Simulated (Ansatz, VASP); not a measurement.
# Cross-check of InAs between VASP and Ansatz, part 2 of 2

Wanted: the spread between two codes on one cell, functional and k mesh. The cell is taken from a series of runs on this material, whose earlier steps may have relaxed, scaled, displaced or heated it; both programs get it as it stands.

VASP 6.6.1 and Ansatz 0.2.0.

So far: Starting point; VASP: zone-centre phonons, LDA.

**3. Ansatz: zone-centre phonons, LDA**

Level of this step: Ansatz beside VASP: Kohn-Sham DFT, plane waves, LDA (Ansatz).

Ansatz runs on its PAW soft_1 files.

The same cell, functional (in two slightly different forms), mesh and smearing now go to Ansatz, which takes its cutoff from its data sets.

input.yaml reads:

```yaml
crystal:
  lattice:
    - [0.015392517, 3.0276482593, 2.9960475209]
    - [3.0276482593, 0.015392517, 2.9960475209]
    - [3.0430407763, 3.0430407763, 0.0]
  atoms:
    - { symbol: As, position: [0.7508815309, 0.7508815309, 0.7491184691] }
    - { symbol: In, position: [-0.0008815309, -0.0008815309, 0.0008815309] }
kpoints:
  mp_grid: { grid: [12, 12, 12] }
hamiltonian:
  xc: lda
  pseudopotentials: { kind: paw, azcp: { folder: soft_1 }, xc_functional: pbe }
scf:
  occupations: { method: methfessel_paxton, width: 0.2 }
output:
  eigenvalues: true
phonons:
  method: dfpt
```

Started as:

```sh
ansatz run input.yaml --threads 4 --pin off --max-ram 10240MiB --backend cpu --events-out ev --progress --plain --runs-dir out
```

Numbers of over 12 decimals in the logs are rounded to 6 here.

Log:

```text
zone centre: on kpoints.mp_grid the ground state, and the responses unless they are solved on pairs of k-points, stand on 476 of the mesh's 1728 k-points, reduced under 2 symmetry operations, with k and −k counted as one. Each operation leaves every solved displacement unchanged or reverses it
Engine: ansatz 0.2.0, x86_64-unknown-linux-gnu
Pseudopotentials: kind: paw
Pseudopotential: As, paw, valence charge 15, recommended cutoff 420 eV (normal), soft_1/As.paw.azcp
Pseudopotential: In, paw, valence charge 13, recommended cutoff 420 eV (normal), soft_1/In.paw.azcp
Functional definition: SPW92
  exchange = slater_x
  correlation = pw_c
Crystal: 2 atoms, lattice volume = 54.926 Å³
Basis set: ecut = 420 eV, 1067 PW (Γ), exchange–correlation on 60×60×60 points (8 copies of the dense FFT grid, shifted against one another)
Bands: 18, of which v1, the nominal top of the filled ones, is band 14 counted from 1 (13 counted from 0)
Symmetry: 4 space group operations
k-points: 476 of 1728 (irreducible under 2 space group operations, time reversal used)
Non-local potential: As, projectors of the file, l = 0: 2, l = 1: 2, l = 2: 3, l = 3: 1
Non-local potential: In, projectors of the file, l = 0: 2, l = 1: 2, l = 2: 2, l = 3: 1
PAW form: soft (Blöchl's): semilocal exchange-correlation on the pseudo side does not see the compensation charge
PAW frozen core: As, regenerated for the run's functional, and the local potential with it (the file was generated under x = pbe(κ = 0.804, μ = 0.219515), c = pbe(β = 0.066725))
PAW frozen core: In, regenerated for the run's functional, and the local potential with it (the file was generated under x = pbe(κ = 0.804, μ = 0.219515), c = pbe(β = 0.066725))
PAW one-centre angular grid: As, 590 points (default); XC on 64 Gauss nodes
PAW one-centre angular grid: In, 590 points (default); XC on 64 Gauss nodes
Initial density: superposition of atomic densities (chi_scale 0.1, normalization cell, long waves kept (reshape's long-wave potential 0.00 eV rms))
Initial wavefunctions: pseudopotential atomic-orbital guess
Functional: x = slater, c = lda
SCF iter   1: F=—  HF=-10231.428136 eV  |F-HF|=—  |Δ(HF+E_count)|=         —  Δρ=2.80e-2  dr2=3.82e-1  ethr=3.10e-3  ⟨swp⟩=5.2  Hψ=43787  notcnv=0
preconditioner: auto → none  [insulator: Δε(μ)=0.767 eV  Ē_g=14.690 eV  σ=0.200 eV  W_gap=0.56  n_scr=14 (ndim 8)  ℏωp=21.3 eV  f_vac=0.007  D(μ)=0.05/eV (n_scr^D=0)  ε∞_Penn≈3.1]
SCF iter   2: F=—  HF=-10231.318711 eV  |F-HF|=—  |Δ(HF+E_count)|=   1.09e-1  S|Δr|=    0.00e0  Δρ=1.24e-2  dr2=6.23e-2  ethr=1.36e-3  ⟨swp⟩=2.0  Hψ=14209  notcnv=0
SCF iter   3: F=—  HF=-10231.304001 eV  |F-HF|=—  |Δ(HF+E_count)|=   1.47e-2  S|Δr|=    0.00e0  Δρ=2.48e-3  dr2=7.49e-3  ethr=2.23e-4  ⟨swp⟩=2.8  Hψ=15502  notcnv=0
SCF iter   4: F=—  HF=-10231.300858 eV  |F-HF|=—  |Δ(HF+E_count)|=   3.14e-3  S|Δr|=    0.00e0  Δρ=6.50e-4  dr2=1.10e-4  ethr=2.67e-5  ⟨swp⟩=2.0  Hψ=15233  notcnv=0
SCF iter   5: F=—  HF=-10231.300885 eV  |F-HF|=—  |Δ(HF+E_count)|=   2.68e-5  S|Δr|=    0.00e0  Δρ=1.70e-4  dr2=5.39e-6  ethr=3.94e-7  ⟨swp⟩=3.0  Hψ=15239  notcnv=0
SCF iter   6: F=—  HF=-10231.300890 eV  |F-HF|=—  |Δ(HF+E_count)|=   4.59e-6  S|Δr|=    0.00e0  Δρ=1.38e-5  dr2=7.10e-8  ethr=1.93e-8  ⟨swp⟩=2.0  Hψ=15178  notcnv=0
SCF iter   7: F=—  HF=-10231.300890 eV  |F-HF|=—  |Δ(HF+E_count)|=   1.35e-7  S|Δr|=    0.00e0  Δρ=5.42e-6  dr2=1.80e-8  ethr=2.54e-10  ⟨swp⟩=2.0  Hψ=15233  notcnv=0
SCF iter   8: F=—  HF=-10231.300890 eV  |F-HF|=—  |Δ(HF+E_count)|=   8.48e-9  S|Δr|=    0.00e0  Δρ=5.71e-7  dr2=7.43e-11  ethr=6.41e-11  ⟨swp⟩=2.0  Hψ=12853  notcnv=0
SCF iter   9: F=-10231.300890 eV  HF=-10231.300890 eV  |F-HF|=9.09e-12  |Δ(HF+E_count)|=  2.18e-11  S|Δr|=    0.00e0  Δρ=1.27e-7  dr2=6.30e-12  ethr=1.00e-12  ⟨swp⟩=6.0  Hψ=38557  notcnv=0
SCF 1 converged in 9 iterations: F = -10231.300890 eV  dr2 = 6.30e-12
  greatest PAW one-centre occupation: 0.999 electrons in one spin orbital (limit 2), on the As atom at site 0 (counted from 0), in its partial waves of l = 2
DFPT response loops at Γ: preconditioner auto → Kerker (q_TF=auto, 2.438 Å⁻¹) (partly filled bands, converged f_vac=0.086); β = 1.00, the filter's whole step (`scf.mixing.beta` (0.50) is not read by the response loops under this deck's `scf.mixing.preconditioner`; to damp them name `kerker` or `kerker_dos`, under which they read `scf.mixing.beta`, and type it under 1.00, their step now; both keys bind the ground state too); Broyden in place of MSR1
SCF converged after 9 iterations
Stability not checked: this state was not tested for a lower state beside it, because cold or Methfessel-Paxton smearing, or corrected tetrahedra, fill the levels in a way that the test cannot read (fill_not_monotonic; see scf.lower_state_search)
Free energy (F): -10231.300890 eV
Harris-Foulkes:  -10231.300890 eV  (|F-HF|=9.09e-12)
Internal energy: -10231.301299 eV  (E = F + TS)
E sigma→0 (E₀):  -10231.300992 eV
Entropy (-TS):   0.000409 eV (0.204 meV/atom)
Fermi energy:    7.492628 eV
Step filling:    the computed levels leave a gap of 0.0164 eV = 0.1 smearing widths at the electron count; against every level under it full and every level over it empty, smearing changes F+E_penalty+E_count by +0.181 meV and its σ→0 estimate by +0.079 meV
--- Per-component energies (eV) ---
  E_band       = -325.210090
  E_kinetic    = 318.474136
  E_local      = -3477.396663  (includes V_loc(G=0)·N_el)
  E_nonlocal   = -59.470058
  E_hartree    = 1727.570237
  E_xc         = -212.335305
  E_vxc        = -164.679571  (∫ρ·V_xc dr)
  E_paw        = -6001.844654  (= ΣΔE_a)
  E_vpaw       = -397.278365  (= ΣTr[D̂ρ^β])
  E_aug_tail   = 0.000082  (compensation charges beyond the density's cutoff)
  E_ewald      = -2528.658838
  E_core_change = 2.359764  (= ΣΔE_core)
  E_smearing   = 0.000409  (= −TS)
  E_closure    = -0.000000  (closes the sum)
  Σ components = -10231.300890   (vs F -10231.300890, Δ=0.00e0)
--- Band table (eV; the first three rows and the last of 476) ---
  k-point 0: bands = [... 10 lower, -4.5347, 7.0337, 7.3939, 7.4614, 7.4777, 11.2422, 11.2709, 11.3405]
  k-point 1: bands = [... 10 lower, -4.4613, 6.0486, 7.3590, 7.3668, 8.1540, 11.2758, 11.4035, 11.4735]
  k-point 2: bands = [... 10 lower, -4.2496, 4.8193, 7.1373, 7.1394, 8.5730, 11.6146, 11.7533, 11.7735]
  k-point 475: bands = [... 10 lower, -2.4706, 1.5342, 4.9924, 5.0962, 8.8180, 9.3508, 16.5358, 16.6071]
--- Phonons (Γ-DFPT): 4 representative perturbations + reference, on 476 of 1728 k-points (Σ response iterations 12) ---
  k mesh reduced under 2 symmetry operations, with k and −k counted as one. Each operation leaves every solved displacement unchanged or reverses it
  ASR residual: 8.603e-5 → 0.000e0 eV/Å²; symmetrization residual: 2.261e-5 eV/Å²
  ASR residual per site (eV/Å²): 8.60e-5 7.67e-5
  Γ frequencies (cm⁻¹): 0.00 0.00 0.00 212.15 212.35 213.30
  non-analytic LO–TO correction: not included (Born effective charges unavailable; polar crystals: no LO–TO splitting at Γ)
```

Reading the cycles: dr2 is the Hartree energy of the density residual (eV), the measure of convergence; HF is the Harris–Foulkes estimate of the energy, which meets the free energy F at convergence.

**4. Differences**

Known differences besides the potentials themselves: the two LDA forms differ slightly; the data sets hold 28 valence electrons in Ansatz (on its PAW soft_1 files) and 18 in VASP; the cutoff is 420 eV in Ansatz and 500 eV in VASP; VASP's log shows a relativistic correction to its local exchange, Ansatz's none. Total energies have different zeros and are not compared.

The two programs side by side:

| quantity | Ansatz | VASP | difference |
| --- | --- | --- | --- |
| optical mode 1 (cm⁻¹) | 212.2 | 213.0 | -0.40 % |
| optical mode 2 (cm⁻¹) | 212.3 | 213.2 | -0.42 % |
| optical mode 3 (cm⁻¹) | 213.3 | 214.9 | -0.76 % |

Modes are paired by rising frequency, not by their patterns, so a pair may set unlike modes beside each other; they are those without the splitting of longitudinal modes.

**5. Outcome**

```json
{
  "r.m.s. difference of the optical zone-centre modes, each program's sorted by frequency (zone-centre phonons, LDA)": "1.2 cm⁻¹",
  "difference in optical mode 3 (zone-centre phonons, LDA)": "-0.8 %"
}
```

In words: The r.m.s. difference of the optical zone-centre modes, each program's sorted by frequency is 1.2 cm⁻¹ (zone-centre phonons, LDA). The data sets hold unlike numbers of valence electrons (28 in Ansatz and 18 in VASP), so part of the differences comes from the potentials. Among the rows given in per cent, the largest difference of the zone-centre phonons, LDA pair is in optical mode 3, -0.8 %. Such differences can come from data sets, numerical settings and the points named under the comparisons, not from the functional's error against experiment.

[Lines on the potential files, build, host, timing and source positions are cut from VASP's logs without a mark.]

[Logs are printed without paths, hosts, clocks, repeated set-up lines and the standing remarks that a program may print on its own settings, such as how far it seeks lower states.]

[Hosts, paths, dates, database ids (printed as entryN), source tags and the programs' standing remarks are cut or masked in the printed files.]
